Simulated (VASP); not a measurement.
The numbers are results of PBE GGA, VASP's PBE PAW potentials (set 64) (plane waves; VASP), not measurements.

The input files of a VASP run:

### INCAR
```
# general
SYSTEM   =  KF
PREC     =  Accurate
ENCUT    =  620
LREAL    =  .FALSE.
LASPH    =  .TRUE.

# electronic loop
EDIFF    =  1E-6
NELM     =  100
ALGO     =  Normal

# smearing
ISMEAR   =  0
SIGMA    =  0.05

# functional
GGA      =  PE

# ions
IBRION   =  2
NSW      =  40
ISIF     =  3
EDIFFG   =  -0.02
PSTRESS  =  300

# output
LWAVE    =  .FALSE.
LCHARG   =  .FALSE.
```

### KPOINTS
```
Regular mesh
0
gamma
 9 9 9
```

POSCAR:
```
KF
1
    0.0000000000     2.4405690733     2.4405690733
    2.4405690733     0.0000000000     2.4405690733
    2.4405690733     2.4405690733     0.0000000000
K F
1 1
Direct
  0.0000000000   0.0000000000   0.0000000000
  0.5000000000   0.5000000000   0.5000000000
```

POTCAR, in this order: K_sv F (PBE.64 set). Program: vasp_std.

Q: What will the output report for the number of irreducible k-points (NKPTS), largest plane-wave count, number of space-group operations, FFT grid (NGX, NGY, NGZ)?

A: 
```
Property                                       Value
--------------------------------------  ------------
number of irreducible k-points (NKPTS)            35
largest plane-wave count                        1030
number of space-group operations                  48
FFT grid (NGX, NGY, NGZ)                28 × 28 × 28
```

The compound is KF in the rock salt structure. This run relaxes it under an external pressure of 30 GPa. Symmetry was kept, so distortions that lower it aren't found.
